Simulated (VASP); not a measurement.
Level of theory: revPBE GGA, VASP's PBE PAW potentials (set 64) (plane waves; VASP).

The input files of a VASP run:

**INCAR**
```
# general
SYSTEM  = HfN
PREC    = Accurate
ENCUT   = 400
LREAL   = .FALSE.
LASPH   = .TRUE.

# electronic loop
EDIFF   = 1E-6
NELM    = 100
ALGO    = Normal
LMAXMIX = 6

# smearing
ISMEAR  = 1
SIGMA   = 0.1

# functional
GGA     = RE

# ions
ISIF    = 2

# output
LWAVE   = .FALSE.
LCHARG  = .FALSE.
```

### POSCAR
```
HfN
1
    0.0000000000     2.2558600000     2.2558600000
    2.2558600000     0.0000000000     2.2558600000
    2.2558600000     2.2558600000     0.0000000000
Hf N
1 1
Direct
  0.0035870000  -0.0026790000   0.0041210000
  0.4964130000   0.5026790000   0.4958790000
```

File KPOINTS:
```
Automatic mesh
0
Gamma
15 15 15
0 0 0
```

POTCAR, in this order: Hf_pv N (PBE.64 set). Program: vasp_std.

Output of the run:

File OUTCAR:
```
 ion  position               nearest neighbor table
   1  0.004  0.997  0.004-   2 2.22   2 2.25   2 2.25   2 2.26   2 2.26   2 2.29
   2  0.496  0.503  0.496-   1 2.22   1 2.25   1 2.25   1 2.26   1 2.26   1 2.29
  LATTYP: Found a face centered cubic cell.
 ALAT       =     4.5117200000
 Subroutine PRICEL returns:
 Original cell was already a primitive cell.
 Subroutine GETGRP returns: Found  1 space group operations
The static configuration has the point symmetry C_1 .
The dynamic configuration has the point symmetry C_1 .
 Subroutine INISYM returns: Found  1 space group operations
 Subroutine IBZKPT returns following result:
 Found   1688 irreducible k-points:

 Following reciprocal coordinates:
            Coordinates               Weight
  0.000000  0.000000  0.000000      1.000000
  0.066667  0.000000  0.000000      2.000000
  0.000000  0.066667  0.000000      2.000000
  0.000000  0.000000  0.066667      2.000000
  0.066667  0.066667  0.066667      2.000000
  0.133333  0.000000  0.000000      2.000000
  0.000000  0.133333  0.000000      2.000000
  0.000000  0.000000  0.133333      2.000000
  0.133333  0.133333  0.133333      2.000000
  0.200000  0.000000  0.000000      2.000000
  0.000000  0.200000  0.000000      2.000000
  0.000000  0.000000  0.200000      2.000000
  0.200000  0.200000  0.200000      2.000000
  0.266667  0.000000  0.000000      2.000000
  0.000000  0.266667  0.000000      2.000000
  0.000000  0.000000  0.266667      2.000000
  0.266667  0.266667  0.266667      2.000000
  0.333333  0.000000  0.000000      2.000000
  0.000000  0.333333  0.000000      2.000000
  0.000000  0.000000  0.333333      2.000000
  0.333333  0.333333  0.333333      2.000000
  0.400000  0.000000  0.000000      2.000000
  0.000000  0.400000  0.000000      2.000000
  0.000000  0.000000  0.400000      2.000000
  0.400000  0.400000  0.400000      2.000000
  0.466667  0.000000  0.000000      2.000000
  0.000000  0.466667  0.000000      2.000000
  0.000000  0.000000  0.466667      2.000000
  0.466667  0.466667  0.466667      2.000000
  0.066667  0.066667  0.000000      2.000000
  0.000000  0.066667  0.066667      2.000000
  0.066667  0.000000  0.066667      2.000000
  0.133333  0.066667  0.000000      2.000000
  0.000000  0.133333  0.066667      2.000000
  0.066667  0.000000  0.133333      2.000000
  0.066667  0.066667 -0.066667      2.000000
  0.133333  0.066667  0.133333      2.000000
  0.066667  0.133333  0.000000      2.000000
  0.066667 -0.066667 -0.066667      2.000000
  0.133333  0.133333  0.066667      2.000000
   k-points           NKPTS =   1688   k-points in BZ     NKDIM =   1688   number of bands    NBANDS=     11
   number of dos      NEDOS =    301   number of ions     NIONS =      2
   total plane-waves  NPLWV =  13824
   dimension x,y,z NGX =    24 NGY =   24 NGZ =   24
   dimension x,y,z NGXF=    48 NGYF=   48 NGZF=   48
   ions per type =               1   1
   PREC   = accura    normal or accurate (medium, high low for compatibility)
   ISTART =      0    job   : 0-new  1-cont  2-samecut
   ICHARG =      2    charge: 1-file 2-atom 10-const
   ISPIN  =      1    spin polarized calculation?
   LNONCOLLINEAR =      F non collinear calculations
   LSORBIT =      F    spin-orbit coupling
   INIWAV =      1    electr: 0-lowe 1-rand  2-diag
   ENCUT  =  400.0 eV  29.40 Ry    5.42 a.u.   5.20  5.20  5.20*2*pi/ulx,y,z
   NELM   =    100;   NELMIN=  2; NELMDL= -5     # of ELM steps
   EDIFF  = 0.1E-05   stopping-criterion for ELM
   LREAL  =      F    real-space projection
   NLSPLINE    = F    spline interpolate recip. space projectors
   LMAXMIX     =    6 max onsite mixed and CHGCAR
...
```

OSZICAR:
```
       N       E                     dE             d eps       ncg     rms          rms(c)
DAV:   1     0.310362380919E+02    0.31036E+02   -0.71171E+03 37351   0.104E+03
DAV:   2    -0.220697834559E+02   -0.53106E+02   -0.50134E+02 48223   0.221E+02
DAV:   3    -0.238482029527E+02   -0.17784E+01   -0.17613E+01 47529   0.355E+01
DAV:   4    -0.238624025050E+02   -0.14200E-01   -0.14128E-01 43903   0.321E+00
DAV:   5    -0.238626514777E+02   -0.24897E-03   -0.24608E-03 48319   0.293E-01    0.497E+01
DAV:   6    -0.209937288264E+02    0.28689E+01   -0.14996E+01 42437   0.271E+01    0.416E+01
DAV:   7    -0.209412610408E+02    0.52468E-01   -0.60093E-01 42986   0.710E+00    0.261E+01
DAV:   8    -0.209308477333E+02    0.10413E-01   -0.11021E-01 43778   0.312E+00    0.533E+00
DAV:   9    -0.209226687061E+02    0.81790E-02   -0.48733E-02 43658   0.149E+00    0.144E+00
DAV:  10    -0.209222744865E+02    0.39422E-03   -0.24642E-03 43664   0.436E-01    0.180E-01
DAV:  11    -0.209222910567E+02   -0.16570E-04   -0.10676E-04 46559   0.108E-01    0.736E-02
DAV:  12    -0.209222868989E+02    0.41578E-05   -0.13896E-05 43490   0.334E-02    0.155E-02
DAV:  13    -0.209222867735E+02    0.12536E-06   -0.53963E-07 23491   0.810E-03
   1 F= -.20922287E+02 E0= -.20922350E+02  d E =0.188365E-03
```

File OUTCAR:
```
------------------------ aborting loop because EDIFF is reached ----------------------------------------
  FORCE on cell =-STRESS in cart. coord.  units (eV):
  Direction    XX          YY          ZZ          XY          YZ          ZX
  --------------------------------------------------------------------------------------
  Total        0.6235053      0.6914668      0.6221521     -0.0003122     -0.0001878      0.0000315
  in kB       43.5095180     48.2520215     43.4150902     -0.0217883     -0.0131049      0.0021952
  external PRESSURE =      45.0588766 kB  Pullay stress =       0.0000000 kB
  volume of cell :       22.96
      direct lattice vectors                 reciprocal lattice vectors
     0.000000000  2.255860000  2.255860000    -0.221644960  0.221644960  0.221644960
     2.255860000  0.000000000  2.255860000     0.221644960 -0.221644960  0.221644960
     2.255860000  2.255860000  0.000000000     0.221644960  0.221644960 -0.221644960
 POSITION                                       TOTAL-FORCE (eV/Angst)
 -----------------------------------------------------------------------------------
      2.25911      0.01739      2.25791        -0.078484     -0.423433     -0.049410
      2.25261      2.23847      2.25381         0.078484      0.423433      0.049410
 -----------------------------------------------------------------------------------
    total drift:                                0.000031      0.000098      0.000019
  FREE ENERGIE OF THE ION-ELECTRON SYSTEM (eV)
  ---------------------------------------------------
  free  energy   TOTEN  =       -20.9222867735 eV

  energy  without entropy=      -20.9224751389  energy(sigma->0) =      -20.92234956
```
(Selected blocks of OUTCAR.)

At this cut-off the stress carries a Pulay error, which pulls relaxed volumes low.

The structure comes from a computed database's HfN entry; how it stands against other phases isn't given here. The cell was not relaxed at this level, atoms are displaced from their ideal sites. The run is one of a series of settings (GGA = RE against the base run), some of them coarse on purpose. The electron count is odd and the run is not spin-polarised, which forces a metal.
